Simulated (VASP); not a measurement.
# Ag16H2C: core-level shifts

Aim: how the core levels of Ag16H2C differ from atom to atom, with and without the screening of the hole.

Main program and level: VASP 6.6.1; PBE; plane waves and PAW (H, C, Ag), in the first sound run; inputs show where later runs differ.

Report form: the programs' logs are mostly left out.

## 1. Set-up

The cell holds 19 atoms: 2 H, 1 C and 16 Ag. Cell: a = 5.869 Å, b = 5.869 Å, c = 24.758 Å, α = 90.0°, β = 90.0°, γ = 60.0°. It derives from Ag. Adsorbate: added CH2, site ontop, coverage in monolayers 0.25, cell 2x2, faces one. Regions: adsorbate, 3 atoms (2 H and 1 C); layer 1, 4 atoms (4 Ag); layer 2, 4 atoms (4 Ag); layer 3, 4 atoms (4 Ag); other layers, 4 atoms (4 Ag). Vacuum lies along c.

## 2. Relaxation

The free atoms are relaxed first inside the given cell, which is kept (ISIF = 0), since core levels depend on the positions.

INCAR reads:

```
SYSTEM = Ag16H2C
PREC = Normal
ENCUT = 400
EDIFF = 1E-05
NELM = 100
ISMEAR = 0
SIGMA = 0.1
LREAL = Auto
ALGO = Fast
GGA = PE
NBANDS = 112
LASPH = .TRUE.
LWAVE = .FALSE.
LCHARG = .FALSE.
KPAR = 2
NCORE = 4
IBRION = 2
NSW = 50
ISIF = 0
EDIFFG = -0.05
```

POSCAR reads:

```
Ag16H2C
1.0
    5.8689862838      0.0000000000      0.0000000000
    2.9344931419      5.0826912163      0.0000000000
    0.0000000000      0.0000000000     24.7580108514
H C Ag
2 1 16
Selective dynamics
Direct
    0.1539626590      0.0000000000      0.6970677470  T T T
    0.8478128480      0.0000000000      0.6970677470  T T T
    0.0009059980      0.0000000000      0.6720253480  T T T
    0.0000000000      0.0000000000      0.5932629620  T T T
    0.5000000000      0.0000000000      0.5932629620  T T T
    0.0000000000      0.5000000000      0.5932629620  T T T
    0.5000000000      0.5000000000      0.5932629620  T T T
    0.8333333330      0.3333333330      0.4964860590  T T T
    0.3333333330      0.3333333330      0.4964860590  T T T
    0.8333333330      0.8333333330      0.4964860590  T T T
    0.3333333330      0.8333333330      0.4964860590  T T T
    0.1666666670      0.1666666670      0.3997091560  F F F
    0.6666666670      0.1666666670      0.3997091560  F F F
    0.1666666670      0.6666666670      0.3997091560  F F F
    0.6666666670      0.6666666670      0.3997091560  F F F
    0.0000000000      0.0000000000      0.3029322530  F F F
    0.5000000000      0.0000000000      0.3029322530  F F F
    0.0000000000      0.5000000000      0.3029322530  F F F
    0.5000000000      0.5000000000      0.3029322530  F F F
```

KPOINTS reads:

```
Automatic mesh
0
Gamma
4 4 1
0 0 0
```

PAW data sets: H, C and Ag (PBE family, release 64).

Started as:

```bash
> mpirun -np 8 vasp_std
```

Run time: 2.8 min. Hardware: 8 MPI ranks of Intel Xeon 6975P-C (Granite Rapids), shared host; peak memory 2 GiB.

The steps of the relaxation:

| step | energy less that of the first step (eV) | largest force (eV/Å) |
| --- | --- | --- |
| 1 | 0.0000 | 1.1003 |
| 2 | -0.0283 | 1.1165 |
| 3 | -0.0369 | 0.5266 |
| 4 | -0.0460 | 0.4272 |
| 5 | -0.0499 | 0.2389 |
| 6 | -0.0549 | 0.2099 |
| 7 | -0.0620 | 0.1502 |
| 8 | -0.0660 | 0.2327 |
| 9 | -0.0656 | 0.3681 |
| 10 | -0.0673 | 0.1112 |
| 11 | -0.0694 | 0.0778 |
| 12 | -0.0698 | 0.0842 |
| 13 | -0.0701 | 0.1651 |
| 14 | -0.0708 | 0.1094 |
| 15 | -0.0708 | 0.1013 |
| 16 | -0.0714 | 0.0726 |
| 17 | -0.0715 | 0.0734 |

The atoms that moved most (Å):

| atom | dx | dy | dz | length |
| --- | --- | --- | --- | --- |
| Ag5 | 0.000 | -0.002 | -0.144 | 0.145 |
| Ag11 | -0.012 | -0.008 | -0.052 | 0.054 |
| Ag10 | 0.012 | -0.008 | -0.052 | 0.054 |
| Ag4 | 0.000 | 0.003 | -0.053 | 0.053 |
| Ag9 | 0.000 | 0.015 | -0.028 | 0.032 |
| Ag8 | 0.000 | -0.001 | -0.024 | 0.024 |
| C3 | -0.001 | 0.006 | 0.023 | 0.024 |
| H2 | -0.015 | 0.001 | 0.012 | 0.019 |

The relaxed structure:

```cif
data_structure
_symmetry_space_group_name_H-M 'P 1'
_symmetry_Int_Tables_number 1
_cell_length_a 5.8690
_cell_length_b 5.8690
_cell_length_c 24.7580
_cell_angle_alpha 90.000
_cell_angle_beta 90.000
_cell_angle_gamma 60.000
_cell_volume 738.54
loop_
_atom_site_label
_atom_site_type_symbol
_atom_site_fract_x
_atom_site_fract_y
_atom_site_fract_z
_atom_site_occupancy
H1 H 0.15658 0.00012 0.69749 1
H2 H 0.84518 0.00011 0.69756 1
C3 C 0.00017 0.00117 0.67296 1
Ag4 Ag 0.99972 0.00060 0.59113 1
Ag5 Ag 0.50027 0.99952 0.58743 1
Ag6 Ag 0.99967 0.50024 0.59389 1
Ag7 Ag 0.49992 0.50034 0.59388 1
Ag8 Ag 0.83341 0.33318 0.49551 1
Ag9 Ag 0.33187 0.33626 0.49535 1
Ag10 Ag 0.83611 0.83185 0.49440 1
Ag11 Ag 0.33209 0.83183 0.49437 1
Ag12 Ag 0.16667 0.16667 0.39971 1
Ag13 Ag 0.66667 0.16667 0.39971 1
Ag14 Ag 0.16667 0.66667 0.39971 1
Ag15 Ag 0.66667 0.66667 0.39971 1
Ag16 Ag 0.00000 0.00000 0.30293 1
Ag17 Ag 0.50000 0.00000 0.30293 1
Ag18 Ag 0.00000 0.50000 0.30293 1
Ag19 Ag 0.50000 0.50000 0.30293 1
```

This step gave:

```yaml
free_energy_toten: -54.1878 eV
energy_at_zero_smearing: -54.1703 eV
fermi_energy: 0.4498 eV
```

The forces on the free atoms are under 0.05 eV/Å, while the fixed ones keep up to 0.073 eV/Å.

## 3. Initial state

The cell without a hole gives, with ICORELEVEL = 1, the Kohn-Sham core levels of the initial state.

INCAR reads:

```
SYSTEM = Ag16H2C
PREC = Normal
ENCUT = 400
EDIFF = 1E-05
NELM = 120
ISMEAR = 0
SIGMA = 0.1
LREAL = Auto
ALGO = Fast
GGA = PE
NBANDS = 112
LASPH = .TRUE.
LORBIT = 11
LWAVE = .FALSE.
LCHARG = .FALSE.
KPAR = 2
NCORE = 4
ICORELEVEL = 1
ISIF = 0
LVHAR = .TRUE.
```

POSCAR reads:

```
Ag16H2C
1.0
    5.8689862838      0.0000000000      0.0000000000
    2.9344931419      5.0826912163      0.0000000000
    0.0000000000      0.0000000000     24.7580108514
H C Ag
2 1 16
Direct
    0.1565775573      0.0001228078      0.6974869481
    0.8451838562      0.0001132948      0.6975647654
    0.0001696778      0.0011713649      0.6729564979
    0.9997219661      0.0005957180      0.5911276123
    0.5002702657      0.9995235729      0.5874267925
    0.9996741147      0.5002401759      0.5938850070
    0.4999207138      0.5003424361      0.5938818183
    0.8334095484      0.3331828814      0.4955092877
    0.3318667354      0.3362564876      0.4953458575
    0.8361137900      0.8318543267      0.4943961733
    0.3320897558      0.8318345798      0.4943681394
    0.1666666670      0.1666666670      0.3997091560
    0.6666666670      0.1666666670      0.3997091560
    0.1666666670      0.6666666670      0.3997091560
    0.6666666670      0.6666666670      0.3997091560
    0.0000000000      0.0000000000      0.3029322530
    0.5000000000      0.0000000000      0.3029322530
    0.0000000000      0.5000000000      0.3029322530
    0.5000000000      0.5000000000      0.3029322530
```

KPOINTS is that of step 2.

Started as:

```bash
> mpirun -np 8 vasp_std
```

The job ended after 34 s (8 MPI ranks; peak memory 2 GiB).

Numbers from this step:

* Fermi energy: 0.449 eV

## 4. Core hole, atom Ag4

This step: final-state core hole with the electron kept at the Fermi level, PBE; plane waves and PAW (Ag, H, C, Ag) (VASP 6.6.1).

System of this step: Ag16H2C. The cell holds 19 atoms: 16 Ag, 2 H and 1 C. Cell: a = 5.869 Å, b = 5.869 Å, c = 24.758 Å, α = 90.0°, β = 90.0°, γ = 60.0°. It derives from Ag. Adsorbate: added CH2, site ontop, coverage in monolayers 0.25, cell 2x2, faces one. Vacuum lies along c.

A core electron of Ag4 (3d) is moved to the Fermi level; this atom comes first in POSCAR as a species of its own.

INCAR: that of step 3 with these lines changed.

```diff
@@ -12,3 +12,2 @@
 LASPH = .TRUE.
-LORBIT = 11
 LWAVE = .FALSE.
@@ -17,4 +16,7 @@
 NCORE = 4
-ICORELEVEL = 1
+ICORELEVEL = 2
+CLNT = 1
+CLN = 3
+CLL = 2
+CLZ = 1
 ISIF = 0
-LVHAR = .TRUE.
```

POSCAR: that of step 3 with these lines changed.

```diff
@@ -5,5 +5,6 @@
     0.0000000000      0.0000000000     24.7580108514
-H C Ag
-2 1 16
+Ag H C Ag
+1 2 1 15
 Direct
+    0.9997219661      0.0005957180      0.5911276123
     0.1565775573      0.0001228078      0.6974869481
@@ -11,3 +12,2 @@
     0.0001696778      0.0011713649      0.6729564979
-    0.9997219661      0.0005957180      0.5911276123
     0.5002702657      0.9995235729      0.5874267925
```

KPOINTS is that of step 3.

Potentials, in the order of the species: Ag, H, C and Ag (PBE family, release 64).

Started as:

```bash
> mpirun -np 8 vasp_std
```

Run time: 34 s. Hardware: 8 MPI ranks; peak memory 2 GiB; 4.4 min of CPU time.

This run has no spin polarisation.

This step gave:

| Item | Value |
| --- | --- |
| free energy (TOTEN) | -230.0333 eV |
| energy at zero smearing | -230.0197 eV |
| Fermi energy | 0.4892 eV |

This is the reference for holes on Ag.

## 5. Core hole, atom Ag6

The same hole on the next atom.

INCAR is that of step 4.

POSCAR: that of step 4 with these lines changed.

```diff
@@ -8,3 +8,3 @@
 Direct
-    0.9997219661      0.0005957180      0.5911276123
+    0.9996741147      0.5002401759      0.5938850070
     0.1565775573      0.0001228078      0.6974869481
@@ -12,4 +12,4 @@
     0.0001696778      0.0011713649      0.6729564979
+    0.9997219661      0.0005957180      0.5911276123
     0.5002702657      0.9995235729      0.5874267925
-    0.9996741147      0.5002401759      0.5938850070
     0.4999207138      0.5003424361      0.5938818183
```

KPOINTS is that of step 4.

Started as:

```bash
> mpirun -np 8 vasp_std
```

It took 35 s on 8 MPI ranks; peak memory 2 GiB; 4.5 min of CPU time.

Against the hole on Ag4 the energy differs by -0.22 eV.

## 6. Core hole, atom Ag12

INCAR is that of step 5.

POSCAR: that of step 5 with these lines changed.

```diff
@@ -8,3 +8,3 @@
 Direct
-    0.9996741147      0.5002401759      0.5938850070
+    0.1666666670      0.1666666670      0.3997091560
     0.1565775573      0.0001228078      0.6974869481
@@ -14,2 +14,3 @@
     0.5002702657      0.9995235729      0.5874267925
+    0.9996741147      0.5002401759      0.5938850070
     0.4999207138      0.5003424361      0.5938818183
@@ -19,3 +20,2 @@
     0.3320897558      0.8318345798      0.4943681394
-    0.1666666670      0.1666666670      0.3997091560
     0.6666666670      0.1666666670      0.3997091560
```

KPOINTS is that of step 5.

Started as:

```bash
> mpirun -np 8 vasp_std
```

Wall time 34 s (8 MPI ranks); peak memory 2 GiB; 4.4 min of CPU time.

Against the hole on Ag4 the energy differs by -0.19 eV.

## 7. Summary

This step: core-level shifts, PBE; plane waves and PAW (VASP 6.6.1).

This step runs nothing: it gathers the runs above.

A positive shift is a higher binding energy. Cost is wall time times ranks on a shared host. Core-level shifts:

| atom | region | shell | Kohn-Sham level below the Fermi level (eV) | initial-state shift (eV) | final-state shift (eV) | shifts are from | cost (core minutes) |
| --- | --- | --- | --- | --- | --- | --- | --- |
| Ag4 | layer 1 | 3d | 356.1 | 0 | 0 | Ag4 | 4.53 |
| Ag6 | layer 1 | 3d | 355.3 | -0.8544 | -0.2191 | Ag4 | 4.67 |
| Ag12 | layer 3 | 3d | 355.5 | -0.65 | -0.1943 | Ag4 | 4.53 |

## 8. Summary of results

| Item | Value |
| --- | --- |
| Ag6 3d (layer 1), from Ag4 | initial state -0.85 eV, final state -0.22 eV |
| Ag12 3d (layer 3), from Ag4 | initial state -0.65 eV, final state -0.19 eV |

**Reading.** Against Ag4, Ag6 is shifted by -0.85 eV in the initial state and by -0.22 eV with the hole; against Ag4, Ag12 is shifted by -0.65 eV in the initial state and by -0.19 eV with the hole (energies extrapolated to zero smearing). Only these atoms were given a hole, so other sites aren't ranked. The difference of the two pictures holds the screening of the hole, but also the cell's limits: holes repeat 5.9 Å apart, and the electron from the core stays in the cell, where it moves the Fermi energy by +0.04 to +0.12 eV, less than the shifts themselves. Cell size, mesh and smearing weren't varied between the hole runs, and no dipole correction was applied to the slab. The other core electrons are frozen, spin-orbit splitting and multiplets are absent, and only shifts between atoms of one element are meaningful.

[Lines on the potential files, build, host, timing and source positions are cut from VASP's logs without a mark.]

[Logs are printed without paths, hosts, clocks, repeated set-up lines and the standing remarks that a program may print on its own settings, such as how far it seeks lower states.]

[Hosts, paths, dates, database ids (printed as entryN), source tags and the programs' standing remarks are cut or masked in the printed files.]
